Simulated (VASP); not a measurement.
Given:

```
CELL_PARAMETERS angstrom
      5.11856     0.00000     0.00745
      0.00000     3.05122     0.00000
     -0.00859     0.00000     5.87068
ATOMIC_POSITIONS crystal
  Fe 0.50000 0.50000 0.50000
  Ni 0.00000 0.00000 0.00000
  As 0.31728 0.50000 0.13992
  As 0.68272 0.50000 0.86008
  As 0.81167 0.00000 0.36678
  As 0.18833 0.00000 0.63322
```

Level of theory: PBEsol GGA, VASP's PBE PAW potentials (set 64) (plane waves; VASP). Run with 400 eV cut-off, Gaussian smearing of 0.050 eV, potentials Fe Ni As.

The run has a spin-polarised start.

Task: Give the spin-up energies of bands 9 to 22 at the high-symmetry points, in eV from the Fermi level.

Result: 
```tsv
band	Γ	Z	D	B	A	E	C2	Y2
9	-3.49	-3.91	-3.77	-3.47	-3.20	-3.78	-4.20	-3.18
10	-3.47	-3.77	-3.60	-3.10	-3.20	-3.68	-4.05	-2.93
11	-3.11	-3.56	-3.46	-2.81	-2.92	-3.09	-3.77	-2.71
12	-2.75	-3.32	-3.46	-2.69	-2.54	-3.01	-3.75	-2.62
13	-2.44	-3.29	-2.92	-2.40	-2.05	-2.81	-3.10	-2.38
14	-2.21	-2.78	-2.82	-1.95	-1.92	-2.56	-3.06	-2.12
15	-1.83	-2.29	-2.15	-1.94	-1.82	-1.71	-2.46	-1.54
16	-1.67	-2.23	-1.62	-1.27	-1.23	-1.66	-2.22	-1.19
17	-0.82	-1.60	-1.47	-0.97	-1.21	-1.36	-1.77	-0.86
18	-0.80	-1.38	-1.36	-0.59	-0.84	-1.02	-1.49	-0.81
19	0.31	-0.81	-1.32	1.04	-0.07	-0.54	-1.09	2.10
20	0.64	0.26	-0.35	1.50	1.07	0.43	0.56	2.45
21	3.05	0.46	-0.30	1.75	2.76	1.21	0.66	2.54
22	3.95	0.71	0.42	2.23	2.88	2.27	0.83	2.75
```

Task: Give the spin-down energies of bands 9 to 22 at the high-symmetry points, in eV from the Fermi level.

Result: 
| band | Γ | Z | D | B | A | E | C2 | Y2 |
|---|---|---|---|---|---|---|---|---|
| 9 | -3.55 | -3.90 | -3.77 | -3.46 | -3.21 | -3.77 | -4.22 | -3.20 |
| 10 | -3.46 | -3.78 | -3.59 | -3.09 | -3.20 | -3.67 | -4.13 | -3.17 |
| 11 | -3.10 | -3.62 | -3.47 | -3.01 | -2.94 | -3.29 | -3.86 | -3.12 |
| 12 | -2.85 | -3.50 | -3.45 | -2.68 | -2.75 | -3.26 | -3.83 | -2.70 |
| 13 | -2.50 | -3.28 | -2.91 | -2.39 | -2.65 | -2.80 | -3.11 | -2.44 |
| 14 | -2.33 | -2.92 | -2.85 | -2.29 | -2.18 | -2.56 | -3.04 | -2.37 |
| 15 | -2.14 | -2.29 | -2.35 | -2.05 | -2.13 | -1.91 | -2.51 | -1.76 |
| 16 | -2.11 | -2.23 | -1.98 | -1.94 | -1.27 | -1.79 | -2.34 | -1.53 |
| 17 | -1.34 | -1.63 | -1.56 | -1.37 | -1.22 | -1.65 | -1.98 | -1.30 |
| 18 | -1.24 | -1.59 | -1.37 | -0.96 | -1.21 | -1.01 | -1.48 | -1.07 |
| 19 | 0.31 | -1.22 | -1.30 | 1.05 | -0.23 | -0.73 | -1.48 | 2.10 |
| 20 | 0.32 | -0.71 | -0.86 | 1.49 | 0.70 | -0.72 | -0.59 | 2.47 |
| 21 | 3.05 | 0.27 | -0.45 | 1.68 | 2.76 | 1.22 | 0.41 | 2.47 |
| 22 | 3.97 | 0.72 | -0.42 | 1.96 | 2.88 | 2.15 | 0.56 | 2.76 |

It has no gap at this level: it comes out as a metal or semimetal.

The structure comes from a computed database's FeNiAs4 entry (P2/m); how it stands against other phases isn't given here. It was relaxed first.
